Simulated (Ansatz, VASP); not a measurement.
One calculation of PIr2, two programs

```
CELL_PARAMETERS angstrom
0.00000 2.73983 2.76750
2.73983 0.00000 2.76750
2.73983 2.73983 0.00000
ATOMIC_POSITIONS crystal
P 0.00000 0.00000 0.00000
Ir 0.25000 0.25000 0.25000
Ir 0.75000 0.75000 0.75000
```

Change from the starting cell: equal xx and yy strain of -1 %.

Alike in both runs: task single point; functional LDA; k mesh 11 × 11 × 11; occupations fermi-dirac, width 0.05 eV; no spin polarisation.

|  | VASP | Ansatz |
| --- | --- | --- |
| version | VASP 6.6.1 | Ansatz 0.2.0 |
| potentials or method | VASP PAW LDA potentials, release 64 (P, Ir), cutoff 520 eV | all-electron LAPW, scalar-relativistic |

```csv
,VASP,Ansatz,Ansatz less VASP
pressure (GPa),3.5,1.4,-2.03
largest component of the traceless stress (GPa),3.43,3.38,-0.044
```

Ansatz ran all-electron here, so the differences hold the error of VASP's frozen core and of both bases.

The runs have no spin-orbit coupling, so splittings on Ir are missing.
